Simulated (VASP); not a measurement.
Output of a VASP run:

**OSZICAR**
```
       N       E                     dE             d eps       ncg     rms          rms(c)
DAV:   1    -0.433066843410E+03   -0.43307E+03   -0.80145E-05   404   0.153E-02    0.195E-02
RMM:   2    -0.433066838017E+03    0.53931E-05   -0.29487E-05   365   0.962E-03    0.136E-02
RMM:   3    -0.433066838562E+03   -0.54479E-06   -0.70943E-06   392   0.528E-03    0.135E-02
RMM:   4    -0.433066838571E+03   -0.87493E-08   -0.68333E-07   288   0.180E-03
   1 F= -.43306684E+03 E0= -.43306684E+03  d E =-.138891E-14
```

OUTCAR:
```
------------------------ aborting loop because EDIFF is reached ----------------------------------------
  FORCE on cell =-STRESS in cart. coord.  units (eV):
  Direction    XX          YY          ZZ          XY          YZ          ZX
  --------------------------------------------------------------------------------------
  Total       -9.1029582     -9.1029580    -20.0625426      0.0000000      0.0000000     -0.0000000
  in kB      -16.8280422    -16.8280417    -37.0883074      0.0000000      0.0000000     -0.0000000
  external PRESSURE =     -23.5814638 kB  Pullay stress =       0.0000000 kB
  volume of cell :      866.68
      direct lattice vectors                 reciprocal lattice vectors
     4.868317892 -8.432173817  0.000000000     0.102704879 -0.059296690  0.000000000
     4.868317892  8.432173817  0.000000000     0.102704879  0.059296690  0.000000000
     0.000000000  0.000000000 10.556283981     0.000000000  0.000000000  0.094730305
  FREE ENERGIE OF THE ION-ELECTRON SYSTEM (eV)
  ---------------------------------------------------
  free  energy   TOTEN  =      -433.0668385709 eV

  energy  without entropy=     -433.0668385709  energy(sigma->0) =     -433.06683857

 total charge

# of ion       s       p       d       tot
------------------------------------------
    1        0.987   1.347   0.359   2.693
    2        0.987   1.347   0.359   2.693
    3        0.987   1.347   0.359   2.693
    4        0.987   1.347   0.359   2.693
    5        0.987   1.347   0.359   2.693
    6        0.987   1.347   0.359   2.693
    7        0.987   1.347   0.359   2.693
    8        0.987   1.347   0.359   2.693
    9        0.987   1.347   0.359   2.693
   10        0.987   1.347   0.359   2.693
   11        0.987   1.347   0.359   2.693
   12        0.987   1.347   0.359   2.693
   13        0.987   1.347   0.359   2.693
   14        0.987   1.347   0.359   2.693
   15        0.987   1.347   0.359   2.693
   16        0.987   1.347   0.359   2.693
   17        0.987   1.347   0.359   2.693
   18        0.987   1.347   0.359   2.693
   19        0.987   1.347   0.359   2.693
   20        0.987   1.347   0.359   2.693
   21        0.987   1.347   0.359   2.693
   22        0.987   1.347   0.359   2.693
   23        0.987   1.347   0.359   2.693
   24        0.987   1.347   0.359   2.693
   25        0.987   1.347   0.359   2.693
   26        0.987   1.347   0.359   2.693
   27        0.987   1.347   0.359   2.693
   28        0.987   1.347   0.359   2.693
   29        0.987   1.347   0.359   2.693
   30        0.987   1.347   0.359   2.693
   31        0.987   1.347   0.359   2.693
   32        0.987   1.347   0.359   2.693
   33        0.987   1.347   0.359   2.693
   34        0.987   1.347   0.359   2.693
   35        0.987   1.347   0.359   2.693
   36        0.987   1.347   0.359   2.693
   37        1.229   2.453   0.000   3.682
   38        1.229   2.453   0.000   3.682
   39        1.229   2.453   0.000   3.682
   40        1.229   2.453   0.000   3.682
   41        1.229   2.453   0.000   3.682
   42        1.229   2.453   0.000   3.682
   43        1.229   2.453   0.000   3.682
   44        1.229   2.453   0.000   3.682
   45        1.229   2.453   0.000   3.682
   46        1.229   2.453   0.000   3.682
   47        1.229   2.453   0.000   3.682
   48        1.229   2.453   0.000   3.682
...
```
(Selected blocks of OUTCAR.)

File POSCAR:
```
Ga36N36
1
    4.8683178924    -8.4321738171     0.0000000000
    4.8683178924     8.4321738171     0.0000000000
    0.0000000000     0.0000000000    10.5562839808
Ga N
36 36
Direct
  0.2222220000   0.1111110000   0.2500000000
  0.1111110000   0.2222220000   0.0000000000
  0.2222220000   0.1111110000   0.7500000000
  0.1111110000   0.2222220000   0.5000000000
  0.2222220000   0.4444440000   0.2500000000
  0.1111110000   0.5555560000   0.0000000000
  0.2222220000   0.4444440000   0.7500000000
  0.1111110000   0.5555560000   0.5000000000
  0.2222220000   0.7777780000   0.2500000000
  0.1111110000   0.8888890000   0.0000000000
  0.2222220000   0.7777780000   0.7500000000
  0.1111110000   0.8888890000   0.5000000000
  0.5555560000   0.1111110000   0.2500000000
  0.4444440000   0.2222220000   0.0000000000
  0.5555560000   0.1111110000   0.7500000000
  0.4444440000   0.2222220000   0.5000000000
  0.5555560000   0.4444440000   0.2500000000
  0.4444440000   0.5555560000   0.0000000000
  0.5555560000   0.4444440000   0.7500000000
  0.4444440000   0.5555560000   0.5000000000
  0.5555560000   0.7777780000   0.2500000000
  0.4444440000   0.8888890000   0.0000000000
  0.5555560000   0.7777780000   0.7500000000
  0.4444440000   0.8888890000   0.5000000000
  0.8888890000   0.1111110000   0.2500000000
  0.7777780000   0.2222220000   0.0000000000
  0.8888890000   0.1111110000   0.7500000000
  0.7777780000   0.2222220000   0.5000000000
  0.8888890000   0.4444440000   0.2500000000
  0.7777780000   0.5555560000   0.0000000000
  0.8888890000   0.4444440000   0.7500000000
  0.7777780000   0.5555560000   0.5000000000
  0.8888890000   0.7777780000   0.2500000000
  0.7777780000   0.8888890000   0.0000000000
  0.8888890000   0.7777780000   0.7500000000
  0.7777780000   0.8888890000   0.5000000000
  0.2222220000   0.1111110000   0.4385000000
  0.1111110000   0.2222220000   0.1885000000
  0.2222220000   0.1111110000   0.9385000000
  0.1111110000   0.2222220000   0.6885000000
  0.2222220000   0.4444440000   0.4385000000
  0.1111110000   0.5555560000   0.1885000000
  0.2222220000   0.4444440000   0.9385000000
  0.1111110000   0.5555560000   0.6885000000
  0.2222220000   0.7777780000   0.4385000000
  0.1111110000   0.8888890000   0.1885000000
  0.2222220000   0.7777780000   0.9385000000
  0.1111110000   0.8888890000   0.6885000000
  0.5555560000   0.1111110000   0.4385000000
  0.4444440000   0.2222220000   0.1885000000
  0.5555560000   0.1111110000   0.9385000000
  0.4444440000   0.2222220000   0.6885000000
  0.5555560000   0.4444440000   0.4385000000
  0.4444440000   0.5555560000   0.1885000000
  0.5555560000   0.4444440000   0.9385000000
  0.4444440000   0.5555560000   0.6885000000
  0.5555560000   0.7777780000   0.4385000000
  0.4444440000   0.8888890000   0.1885000000
  0.5555560000   0.7777780000   0.9385000000
  0.4444440000   0.8888890000   0.6885000000
  0.8888890000   0.1111110000   0.4385000000
  0.7777780000   0.2222220000   0.1885000000
  0.8888890000   0.1111110000   0.9385000000
  0.7777780000   0.2222220000   0.6885000000
  0.8888890000   0.4444440000   0.4385000000
  0.7777780000   0.5555560000   0.1885000000
  0.8888890000   0.4444440000   0.9385000000
  0.7777780000   0.5555560000   0.6885000000
  0.8888890000   0.7777780000   0.4385000000
  0.7777780000   0.8888890000   0.1885000000
  0.8888890000   0.7777780000   0.9385000000
  0.7777780000   0.8888890000   0.6885000000
```

Q: Reconstruct the remaining input files.

A: One answer among several that fit: the input of the run itself, PBE GGA, plane waves, VASP's PBE PAW potentials (set 64).

### INCAR
```
SYSTEM = Ga36N36
PREC = Normal
ENCUT = 400
EDIFF = 1E-6
NELM = 100
ALGO = Fast
LREAL = Auto
LASPH = .TRUE.
ISMEAR = 0
SIGMA = 0.05
GGA = PE
LMAXMIX = 4
LWAVE = .TRUE.
LCHARG = .FALSE.
NELMIN = 4
LVHAR = .TRUE.
LORBIT = 11
```

**KPOINTS**
```
Regular mesh
0
gamma
 1 1 1
0 0 0
```

POTCAR, in this order: Ga N (PBE.64 set). Program: vasp_gam. Read from the step before: WAVECAR.

At this cut-off the stress carries a Pulay error, which pulls relaxed volumes low. The supercell is sampled at Γ alone, which is coarse: total energies, pressure and levels can be off, energies of defects by several tenths of an eV.

The cell is a supercell, built from GaN (wurtzite).
